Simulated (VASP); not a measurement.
Set up this calculation in VASP 6.6.1, as the native input.

```
Task                   : single point
Functional             : LDA
Potentials or basis    : VASP PAW LDA potentials, release 64 (Ti_sv, Rh_pv)
Cutoff                 : 520 eV
k mesh                 : 16 × 16 × 16
Occupations            : gaussian, width 0.15 eV
Spin                   : no spin polarisation
Dipole correction      : no
Further INCAR settings : ALGO = Fast; EDIFF = 1e-06; NBANDS = 20
```

The structure of TiRh lies in POSCAR:

```
TiRh
1.0
    2.9594419000      0.0000000000      0.0000000000
    0.0000000000      2.9594419000      0.0000000000
    0.0000000000      0.0000000000      3.2709621000
Ti Rh
1 1
Direct
    0.5000000000      0.5000000000      0.5000000000
    0.0000000000      0.0000000000      0.0000000000
```

The cell comes from a database or a generator and needn't be the stable form of this composition.

The cell isn't the ideal one: strain -0.050 along x and y, +0.050 along z, atoms carried along.

One way to write it, as run:

INCAR

```
SYSTEM = TiRh
ALGO = Fast
EDIFF = 1E-6
ENCUT = 520
GGA = CA
ISIF = 2
ISMEAR = 0
LASPH = .TRUE.
LCHARG = .TRUE.
LELF = .TRUE.
LREAL = .FALSE.
LVHAR = .TRUE.
LWAVE = .FALSE.
NBANDS = 20
NELM = 100
PREC = Accurate
SIGMA = 0.15
```

KPOINTS

```
k-points
0
G
  16 16 16
  0 0 0
```

Potentials or basis: VASP PAW LDA potentials, release 64 (Ti_sv, Rh_pv).

Command:

```sh
$ cat potpaw_LDA.64/Ti_sv/POTCAR potpaw_LDA.64/Rh_pv/POTCAR > POTCAR
$ mpirun -np 1 vasp_std > vasp.out
```

Results of the run:

* Pressure: -3.3 GPa
* Band gap on the k mesh: none (metal or under the smearing width)

Run time: 2.4 min on 1 thread of Intel(R) Xeon(R) 6975P-C (Granite Rapids) (shared host), peak memory 0.32 GiB.
